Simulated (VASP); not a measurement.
Shape and ions are relaxed at each volume.

Here is the system:

La₂O₃ is taken in the trigonal space group P-3m1 (No. 164), Pearson symbol hP5. Conventional cell: a = b = 3.9192 Å, c = 6.0410 Å, α = β = 90.00°, γ = 120.00°. La on 2d sees 4 O at 2.356–2.429 Å and 3 O at 2.702 Å. O1 on 1a has 6 La at 2.702 Å (octahedral). O2 on 2d is coordinated by 4 La at 2.356–2.429 Å (tetrahedral). (Neighbours: up to the widest gap in distance over summed covalent radii, below 1.35, at either atom; cation-cation and far metal-metal contacts left out.)

All values below come from vdW-DF-cx, VASP's PBE PAW potentials (set 64) (plane waves; VASP). Settings: 520 eV cut-off, 7×7×4 Γ-centred mesh, Gaussian smearing of 0.050 eV, potentials La O.

### Question
Give the energy at these volumes per atom, relative to the lowest: 15.09, 15.58, 16.06, 16.54, 17.02 Å³.

### Answer
23.6, 5.8, 0.0, 4.7, 18.6 meV/atom. A third-order Birch-Murnaghan fit gives B0 = 116 GPa and B0′ = 3.5.

Measured: bulk modulus 113 GPa at 300 K (computed value off by +2.6 %), as given by Juan A. Santana et al., The Journal of Chemical Physics (2016), arXiv:1608.06321. The calculation is for a static lattice, while the measured bulk modulus holds thermal and zero-point effects, which are part of the difference.

The compound is La2O3 in the a-type structure. It was relaxed first.
